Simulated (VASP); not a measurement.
Data:

```xyz
2
Lattice="0.0000 3.2677 3.2677 3.2677 0.0000 3.2677 3.2677 3.2677 0.0000" Properties=species:S:1:pos:R:3 pbc="T T T"
Te     3.2677     3.2677     3.2677
Pb     3.2677     0.0000     3.2677
```

These are r2SCAN meta-GGA, VASP's PBE PAW potentials (set 64) (plane waves; VASP 6.6.1) values and carry that method's errors. Run with 400 eV cut-off, 8×8×8 Γ-centred mesh, tetrahedra with Blöchl corrections, potentials Te Pb_d.

Unless said otherwise, spin-orbit coupling is left out, though it shifts the bands of the heavy elements here.

**Question.** Give the energies of bands 7 to 13 at the high-symmetry points, in eV from the valence-band maximum.

**Answer.** 
```
band      Γ      X      U      L      W
----  -----  -----  -----  -----  -----
7     -5.72  -7.44  -8.10  -8.71  -8.12
8     -1.35  -4.41  -4.04  -0.90  -3.71
9     -1.35  -2.76  -2.26  -0.90  -3.71
10    -1.35  -2.76  -2.02   0.00  -0.38
11     4.32   3.74   3.84   1.09   1.93
12     4.32   5.71   3.98   1.51   5.57
13     4.32   5.71   5.54   1.51   5.57
```

The gap is direct, 1.09 eV, from the valence maximum at L to the conduction minimum at L.

The compound is PbTe in the rock salt structure. It was relaxed first.
